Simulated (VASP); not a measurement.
# Be2Au (Fm-3m) in VASP: reference runs

Aim: a first look at Be2Au with PBE, on the cell as given.

Program: VASP 6.6.1. These are calculated values, not measurements. Logs are shortened: lines on timing, memory, paths and dates and some standing lists are left out, and cuts for length are marked.

## Step 1: The structure

The structure is cubic, space group Fm-3m (No. 225). The conventional cell has a = 5.478 Å, b = 5.478 Å, c = 5.478 Å, α = 90.00°, β = 90.00°, γ = 90.00°. Be (site symmetry -43m) is surrounded by 4 Au at 2.37 Å. Au (site symmetry m-3m) has 8 Be at 2.37 Å as nearest neighbours.

The cell was built by a generator and needn't be a form met in nature.

## Step 2: Single point, PBE

Contents of INCAR:

```
ALGO = Normal ; EDIFF = 1E-7
ENCUT = 520 ; GGA = PE
ISIF = 2 ; ISMEAR = -1
LASPH = T ; LCHARG = F
LREAL = F ; LWAVE = F
NBANDS = 14 ; NELM = 100
PREC = Accurate ; SIGMA = 0.05
```

Contents of KPOINTS:

```
k-points
0
Gamma
  8 8 8
```

Contents of POSCAR:

```
Be2Au
1.0
    0.0000000000      2.7388400000      2.7388400000
    2.7388400000      0.0000000000      2.7388400000
    2.7388400000      2.7388400000      0.0000000000
Be Au
2 1
Direct
    0.2500000000      0.2500000000      0.2500000000
    0.7500000000      0.7500000000      0.7500000000
    0.0000000000      0.0000000000      0.0000000000
```

Potentials or basis: VASP PAW PBE potentials, release 64 (Be, Au).

Launch:

```
> cat potpaw_PBE.64/Be/POTCAR potpaw_PBE.64/Au/POTCAR > POTCAR
> mpirun -np 1 vasp_std > vasp.out
```

OUTCAR:

```text
EDIFF = 1E-7
   ENCUT = 520
   GGA = PE
   ISIF = 2
   ISMEAR = -1
   LASPH = T
   LREAL = F
   NELM = 100
   PREC = Accurate

 ion  position               nearest neighbor table
   1  0.250  0.250  0.250-   3 2.37   3 2.37   3 2.37   3 2.37
   2  0.750  0.750  0.750-   3 2.37   3 2.37   3 2.37   3 2.37
   3  0.000  0.000  0.000-   2 2.37   2 2.37   2 2.37   1 2.37   2 2.37   1 2.37   1 2.37   1 2.37

  LATTYP: Found a face centered cubic cell.
 ALAT       =     5.4776800000

  Lattice vectors:

 A1 = (   0.0000000000,   2.7388400000,   2.7388400000)
 A2 = (   2.7388400000,   0.0000000000,   2.7388400000)
 A3 = (   2.7388400000,   2.7388400000,   0.0000000000)

Analysis of symmetry for initial positions (statically):
=====================================================================
 Subroutine PRICEL returns:
 Original cell was already a primitive cell.

 Routine SETGRP: Setting up the symmetry group for a
 face centered cubic supercell.

 Subroutine GETGRP returns: Found 48 space group operations
 (whereof 48 operations were pure point group operations)
 out of a pool of 48 trial point group operations.

The static configuration has the point symmetry O_h .

Analysis of symmetry for dynamics (positions and initial velocities):
=====================================================================
 Subroutine PRICEL returns:
 Original cell was already a primitive cell.

 Routine SETGRP: Setting up the symmetry group for a
 face centered cubic supercell.

 Subroutine GETGRP returns: Found 48 space group operations
 (whereof 48 operations were pure point group operations)
 out of a pool of 48 trial point group operations.

The dynamic configuration has the point symmetry O_h .

 Subroutine INISYM returns: Found 48 space group operations
 (whereof 48 operations are pure point group operations),
 and found     1 'primitive' translations

----------------------------------------------------------------------------------------

                                     Primitive cell

  volume of cell :      41.0894

  direct lattice vectors                    reciprocal lattice vectors
     0.000000000  2.738840000  2.738840000    -0.182559040  0.182559040  0.182559040
     2.738840000  0.000000000  2.738840000     0.182559040 -0.182559040  0.182559040
     2.738840000  2.738840000  0.000000000     0.182559040  0.182559040 -0.182559040

  length of vectors
     3.873304673  3.873304673  3.873304673     0.316201532  0.316201532  0.316201532

  position of ions in fractional coordinates (direct lattice)
     0.250000000  0.250000000  0.250000000
     0.750000000  0.750000000  0.750000000
     0.000000000  0.000000000  0.000000000

  ion indices of the primitive-cell ions
   primitive index   ion index
                 1           1
                 2           2
                 3           3

----------------------------------------------------------------------------------------

 KPOINTS: k-points

Automatic generation of k-mesh.
 Grid dimensions read from file:
 generate k-points for:    8    8    8

 Generating k-lattice:

  Cartesian coordinates                     Fractional coordinates (reciprocal lattice)
    -0.022819880  0.022819880  0.022819880     0.125000000  0.000000000  0.000000000
     0.022819880 -0.022819880  0.022819880     0.000000000  0.125000000  0.000000000
     0.022819880  0.022819880 -0.022819880     0.000000000  0.000000000  0.125000000

  Length of vectors
     0.039525191  0.039525191  0.039525191

  Shift w.r.t. Gamma in fractional coordinates (k-lattice)
     0.000000000  0.000000000  0.000000000

 Subroutine IBZKPT returns following result:
 ===========================================

 Found     29 irreducible k-points:

 Following reciprocal coordinates:
            Coordinates               Weight
  0.000000  0.000000  0.000000      1.000000
  0.125000  0.000000  0.000000      8.000000
  0.250000  0.000000  0.000000      8.000000
  0.375000  0.000000  0.000000      8.000000
  0.500000  0.000000  0.000000      4.000000
  0.125000  0.125000  0.000000      6.000000
[... 16 lines left out ...]
  0.500000  0.250000  0.125000     48.000000
 -0.375000  0.250000  0.125000     24.000000
 [... further k-points ...]
   k-points           NKPTS =     29   k-points in BZ     NKDIM =     29   number of bands    NBANDS=     14
   number of dos      NEDOS =    301   number of ions     NIONS =      3
   total plane-waves  NPLWV =  27000
   dimension x,y,z NGX =    30 NGY =   30 NGZ =   30
   dimension x,y,z NGXF=    60 NGYF=   60 NGZF=   60
   ions per type =               2   1
   NGX,Y,Z   is equivalent  to a cutoff of  12.88, 12.88, 12.88 a.u.
   NGXF,Y,Z  is equivalent  to a cutoff of  25.75, 25.75, 25.75 a.u.
 SYSTEM =  unknown system
   PREC   = accura    normal or accurate (medium, high low for compatibility)
   ISTART =      0    job   : 0-new  1-cont  2-samecut
   ICHARG =      2    charge: 1-file 2-atom 10-const
   ISPIN  =      1    spin polarized calculation?
   LNONCOLLINEAR =      F non collinear calculations
   LSORBIT =      F    spin-orbit coupling
   LASPH  =      T    aspherical Exc in radial PAW
   ENCUT  =  520.0 eV  38.22 Ry    6.18 a.u.   7.20  7.20  7.20*2*pi/ulx,y,z
   NELM   =    100;   NELMIN=  2; NELMDL= -5     # of ELM steps
   EDIFF  = 0.1E-06   stopping-criterion for ELM
   LREAL  =      F    real-space projection
   EDIFFG = 0.1E-05   stopping-criterion for IOM
   NSW    =      0    number of steps for IOM
   IBRION =     -1    ionic relax: 0-MD 1-quasi-New 2-CG
   NFREE  =      0    steps in history (QN), initial steepest desc. (CG)
   ISIF   =      2    stress and relaxation
   ISYM   =      2    0-nonsym 1-usesym 2-fastsym
   POTIM  = 0.5000    time-step for ionic-motion
   TEBEG  =    0.0;   TEEND  =   0.0 temperature during run
   PSTRESS=    0.0 pullay stress
   NELECT =      15.0000    total number of electrons
   NUPDOWN=      -1.0000    fix difference up-down
   EMIN   =  10.00;   EMAX   =-10.00  energy-range for DOS
   EFERMI =   0.00;   METHOD = LEGACY
   ISMEAR =    -1;   SIGMA  =   0.05  broadening in eV -4-tet -1-fermi 0-gaus
   EFERMI_NEDOS =   21; number of points for ismear=-14 and -15
   IALGO  =     38    algorithm
   IMIX   =      4    mixing-type and parameters
     AMIX     =   0.40;   BMIX     =  1.00
     AMIX_MAG =   1.60;   BMIX_MAG =  1.00
  volume/ion in A,a.u.               =      13.70        92.43
  Fermi-wavevector in a.u.,A,eV,Ry     =   1.170025  2.211027 18.625821  1.368959
  Thomas-Fermi vector in A             =   2.306490
   LORBIT       =      0    0 simple, 1 ext, 2 COOP (PROOUT), +10 PAW based schemes
   GGA     = PE    functional components
   LHFCALC =     F    Hartree Fock is set to
   AEXX    =    0.0000 exact exchange contribution
   IVDW    =     0    specifies the selected vdW correction
   LEPSILON=     F    determine dielectric tensor
   LRPA    =     F    only Hartree local field effects (RPA)
 non-spin polarized calculation
  energy-cutoff  :      520.00
  volume of cell :       41.09
 maximum number of plane-waves:      1124
 NGX is ok and might be reduce to    30
   NGX = 15   NGY = 15   NGZ = 15

 number of electron      15.0000000 magnetization

 Free energy of the ion-electron system (eV)
  ---------------------------------------------------
  ext. energy  EPLUGINS =         0.00000000
  ---------------------------------------------------
  free energy    TOTEN  =       -10.43144324 eV

  energy without entropy =      -10.41797008  energy(sigma->0) =      -10.42470666

 E-fermi :   6.0789     XC(G=0): -10.5468

 val. band max:        6.0622999786   @ k =   0.5000   0.2500   0.0000
 cond. band min:       6.1244240316   @ k =  -0.3750   0.2500   0.1250
 fundamental gap:      0.0621240530
 Fermi energy:         6.0788656961

 k-point     1 :       0.0000    0.0000    0.0000
  band No.  band energies     occupation
      1      -3.3237      2.00000
      2      -0.2850      2.00000
      3      -0.2850      2.00000
      4      -0.2850      2.00000
      5       1.0411      2.00000
      6       1.0411      2.00000
      7      12.0751      0.00000
      8      12.0751      0.00000
      9      12.0751      0.00000
     10      12.4308      0.00000
     11      12.4308      0.00000
     12      12.4308      0.00000
     13      12.4741      0.00000
     14      13.6410      0.00000

 k-point     2 :       0.1250    0.0000    0.0000
  band No.  band energies     occupation
      1      -3.0983      2.00000
      2      -0.2911      2.00000
      3      -0.2104      2.00000
      4      -0.2104      2.00000
      5       1.0203      2.00000
      6       1.0203      2.00000
      7       9.3332      0.00000
      8      10.9421      0.00000
      9      10.9421      0.00000
     10      12.6303      0.00000
     11      12.7433      0.00000
     12      12.7433      0.00000
     13      13.0626      0.00000
     14      14.4902      0.00000

 k-point     3 :       0.2500    0.0000    0.0000
  band No.  band energies     occupation
      1      -2.4740      2.00000
      2      -0.2412      2.00000
      3      -0.0536      2.00000
      4      -0.0536      2.00000
      5       1.0199      2.00000
      6       1.0199      2.00000
      7       6.3073      0.02055
      8       9.6452      0.00000
      9       9.6452      0.00000
     10      12.5345      0.00000
     11      12.5610      0.00000
     12      12.5610      0.00000
     13      13.4817      0.00000
     14      15.5387      0.00000
[... 324 lines left out ...]
 k-point    23 :       0.5000    0.2500    0.1250
  band No.  band energies     occupation
      1      -1.1802      2.00000
      2      -0.1791      2.00000
      3       0.1198      2.00000
      4       0.3794      2.00000
      5       1.0309      2.00000
      6       1.3222      2.00000
      7       3.8924      2.00000
      8       6.1793      0.23657
      9       7.5916      0.00000
     10      12.0834      0.00000
     11      12.8779      0.00000
     12      14.2500      0.00000
     13      14.7130      0.00000
     14      15.7150      0.00000

 k-point    24 :      -0.3750    0.2500    0.1250
  band No.  band energies     occupation
      1      -0.9115      2.00000
      2      -0.0211      2.00000
      3       0.3935      2.00000
      4       0.4102      2.00000
      5       1.0487      2.00000
      6       1.6021      2.00000
      7       2.6338      2.00000
      8       6.1244      0.57352
      9       6.9958      0.00000
     10      12.0156      0.00000
     11      12.9156      0.00000
     12      14.3822      0.00000
     13      15.3894      0.00000
     14      16.7673      0.00000

 [... further k-points ...]

------------------------ aborting loop because EDIFF is reached ----------------------------------------

  FORCE on cell =-STRESS in cart. coord.  units (eV):
  Direction    XX          YY          ZZ          XY          YZ          ZX
  --------------------------------------------------------------------------------------
  -------------------------------------------------------------------------------------
  Total       -0.0627598     -0.0627598     -0.0627598     -0.0000000     -0.0000000      0.0000000
  in kB       -2.4471584     -2.4471584     -2.4471584     -0.0000000     -0.0000000      0.0000000
  external PRESSURE =      -2.4471584 kB  Pullay stress =       0.0000000 kB

 VOLUME and BASIS-vectors are now :
 -----------------------------------------------------------------------------
  energy-cutoff  :      520.00
  volume of cell :       41.09
      direct lattice vectors                 reciprocal lattice vectors
     0.000000000  2.738840000  2.738840000    -0.182559040  0.182559040  0.182559040
     2.738840000  0.000000000  2.738840000     0.182559040 -0.182559040  0.182559040
     2.738840000  2.738840000  0.000000000     0.182559040  0.182559040 -0.182559040

 POSITION                                       TOTAL-FORCE (eV/Angst)
 -----------------------------------------------------------------------------------
      1.36942      1.36942      1.36942         0.000000     -0.000000      0.000000
      4.10826      4.10826      4.10826        -0.000000      0.000000     -0.000000
      0.00000      0.00000      0.00000        -0.000000     -0.000000     -0.000000
 -----------------------------------------------------------------------------------
    total drift:                                0.000000     -0.000000     -0.000000

  FREE ENERGIE OF THE ION-ELECTRON SYSTEM (eV)
  ---------------------------------------------------
  free  energy   TOTEN  =       -10.4314432382 eV

  energy  without entropy=      -10.4179700830  energy(sigma->0) =      -10.42470666
```

Wall time 8.7 s (1 thread of Intel Xeon 6975P-C (Granite Rapids), shared host); peak memory 0.17 GiB.

Results:

```yaml
Free_energy: -10.4314 eV
Pressure: -0.2 GPa
Band_gap_on_the_k_mesh: none (metal or under the smearing width)
```

The run has no spin-orbit coupling, so splittings on Au are missing.
